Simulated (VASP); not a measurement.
A convergence study with VASP on BaTiO3 (tetragonal perovskite): one setting is varied, all else stays as given below, so the limit is that of these other settings.

```yaml
crystal:
  lattice:
    - [3.99000, 0.00000, 0.00000]
    - [0.00000, 3.99000, 0.00000]
    - [0.00000, 0.00000, 4.04000]
  atoms:
    - { symbol: Ba, position: [0.00000, 0.00000, 0.00000] }
    - { symbol: Ti, position: [0.50000, 0.50000, 0.51300] }
    - { symbol: O, position: [0.50000, 0.50000, 0.97700] }
    - { symbol: O, position: [0.00000, 0.50000, 0.48700] }
    - { symbol: O, position: [0.50000, 0.00000, 0.48700] }
```

Calculation: PBE GGA, VASP's PBE PAW potentials (set 64) (plane waves; VASP). The tightest run used: 700 eV cut-off, 14×14×14 Γ-centred mesh, Gaussian smearing of 0.050 eV, potentials Ba_sv Ti_sv O.

| setting | E (eV/atom) | pressure (GPa) | largest force (eV/Å) | irreducible k-points |
|---|---|---|---|---|
| 1×1×1 mesh | -4.8148 | 49.91 | 21.298 | 1 |
| 2×2×2 mesh | -7.8770 | 6.45 | 2.125 | 6 |
| 3×3×3 mesh | -7.9877 | 4.57 | 0.526 | 6 |

Problem. These are the cheaper rows. Estimate the results at 14×14×14 mesh, and how far the last row shown lies from them.

Solution. 
```
quantity              tightest run  last row shown is off by
--------------------  ------------  ------------------------
E (eV/atom)                -8.0015                    0.0138
pressure (GPa)                4.39                      0.18
largest force (eV/Å)         0.147                     0.379
```

Left out are rungs that failed or repeat a setting and relaxations that didn't move; long series are thinned to 24 rows.

The compound is BaTiO3 in the tetragonal perovskite structure. The cell was not relaxed at this level, forces remain on its atoms.
